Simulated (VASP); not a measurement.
A run of VASP 6.6.1 is set up as follows.

File INCAR:

```
PREC = Accurate ; ENCUT = 600
EDIFF = 1E-6 ; ISMEAR = 1
SIGMA = 0.1 ; LREAL = False
LASPH = True ; NELM = 80
ALGO = Normal ; ISIF = 3
LWAVE = False ; LCHARG = False
GGA = CA ; IBRION = 2
NSW = 90 ; EDIFFG = -0.01
KPAR = 4
```

File KPOINTS:

```
Automatic mesh
0
Gamma
  6 6 6
```

The input POSCAR:

```
Zn3Ir
1.0
    6.5209337200      0.0000000000      0.0000000000
    0.0000000000      6.5209337200      0.0000000000
    0.0000000000      0.0000000000      6.6128553000
Zn Ir
12 4
Direct
    0.0000000000      0.5000000000      0.5000000000
    0.5000000000      0.0000000000      0.0000000000
    0.5000000000      0.0000000000      0.5000000000
    0.0000000000      0.5000000000      0.0000000000
    0.3622358900      0.6377641100      0.2583727500
    0.6377641100      0.3622358900      0.2583727500
    0.1377641100      0.1377641100      0.7583727500
    0.8622358900      0.8622358900      0.7583727500
    0.6377641100      0.3622358900      0.7416272500
    0.3622358900      0.6377641100      0.7416272500
    0.8622358900      0.8622358900      0.2416272500
    0.1377641100      0.1377641100      0.2416272500
    0.1603035700      0.8396964300      0.5000000000
    0.8396964300      0.1603035700      0.5000000000
    0.3396964300      0.3396964300      0.0000000000
    0.6603035700      0.6603035700      0.0000000000
```

Potentials or basis: VASP PAW LDA potentials, release 64 (Zn, Ir).

Run with:

```sh
$ cat potpaw_LDA.64/Zn/POTCAR potpaw_LDA.64/Ir/POTCAR > POTCAR
$ mpirun -np 4 vasp_std > vasp.out
```

What does it give for the relaxed volume?

16.90 Å³/atom.

Estimate the band gap on the k mesh.

none (metal or under the smearing width).

Estimate the space group after relaxing (to 0.05 Å).

P4_2/mnm (No. 136).

Predict the relaxed cell.

a = 6.287 Å, b = 6.287 Å, c = 6.840 Å, α = 90.00°, β = 90.00°, γ = 90.00°.

Forces on the atoms (eV/Å):
```
Zn   0.000  0.000  0.000
Zn   0.000  0.000  0.000
Zn   0.000  0.000  0.000
Zn   0.000  0.000  0.000
Zn  -0.002  0.002 -0.007
Zn   0.002 -0.002 -0.007
Zn   0.002  0.002 -0.007
Zn  -0.002 -0.002 -0.007
Zn   0.002 -0.002  0.007
Zn  -0.002  0.002  0.007
Zn  -0.002 -0.002  0.007
Zn   0.002  0.002  0.007
Ir  -0.005  0.005  0.000
Ir   0.005 -0.005  0.000
Ir   0.005  0.005  0.000
Ir  -0.005 -0.005  0.000
```

The run has no spin-orbit coupling, so splittings on Ir are missing.
